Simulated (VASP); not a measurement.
VASP ran on this input.

INCAR:
```
SIGMA  =  0.1   # width (eV)
ENCUT  =  300
ISMEAR  =  0   # Gaussian
GGA  =  PE   # PBE
LCHARG  =  F
SYSTEM  =  MgAu2
LREAL  =  F
PREC  =  Accurate
LASPH  =  T   # aspherical one-centre terms
LMAXMIX  =  6   # l cut-off of mixed one-centre charges
LWAVE  =  F
ALGO  =  Normal   # blocked Davidson
EDIFF  =  1E-6
ISIF  =  2
NELM  =  100
```

### KPOINTS
```
Automatic mesh
0
Gamma
5 5 5
0 0 0
```

### POSCAR
```
MgAu2
1
    0.0000000000     3.9526020000     3.9526020000
    3.9526020000     0.0000000000     3.9526020000
    3.9526020000     3.9526020000     0.0000000000
Au Mg
4 2
Direct
  0.1250000000   0.1250000000   0.1250000000
  0.6250000000   0.1250000000   0.1250000000
  0.1250000000   0.6250000000   0.1250000000
  0.1250000000   0.1250000000   0.6250000000
  0.7500000000   0.7500000000   0.7500000000
  0.5000000000   0.5000000000   0.5000000000
```

POTCAR, in this order: Au Mg (PBE.64 set). Program: vasp_std.

Question: Write an equivalent input for Quantum ESPRESSO's pw.x.

Answer: One equivalent input (not run):
```
&CONTROL
  calculation = 'scf'
  pseudo_dir = './pseudo'
  outdir = './out'
  tprnfor = .true.
  tstress = .true.
/
&SYSTEM
  ibrav = 0
  nat = 6
  ntyp = 2
  ecutwfc = 84
  occupations = 'smearing'
  smearing = 'gaussian'
  degauss = 0.00735
  input_dft = 'pbe'
/
&ELECTRONS
  conv_thr = 7.3e-08
  electron_maxstep = 100
/
ATOMIC_SPECIES
  Au 196.967 Au.upf
  Mg 24.305 Mg.upf
CELL_PARAMETERS angstrom
     0.0000000    3.9526020    3.9526020
     3.9526020    0.0000000    3.9526020
     3.9526020    3.9526020    0.0000000
ATOMIC_POSITIONS crystal
  Au   0.1250000  0.1250000  0.1250000
  Au   0.6250000  0.1250000  0.1250000
  Au   0.1250000  0.6250000  0.1250000
  Au   0.1250000  0.1250000  0.6250000
  Mg   0.7500000  0.7500000  0.7500000
  Mg   0.5000000  0.5000000  0.5000000
K_POINTS automatic
  5 5 5 0 0 0
```
What does not carry over: the potentials are each code's own (VASP's PAW set, PseudoDojo norm-conserving files in pw.x), so ENCUT and ecutwfc are chosen apart and not converted; conv_thr bounds pw.x's estimated SCF error, while EDIFF bounds the energy change between steps.

The structure was generated: MgAu2 was put into an ordered model structure, which need not be its known phase. The cell was not relaxed at this level.
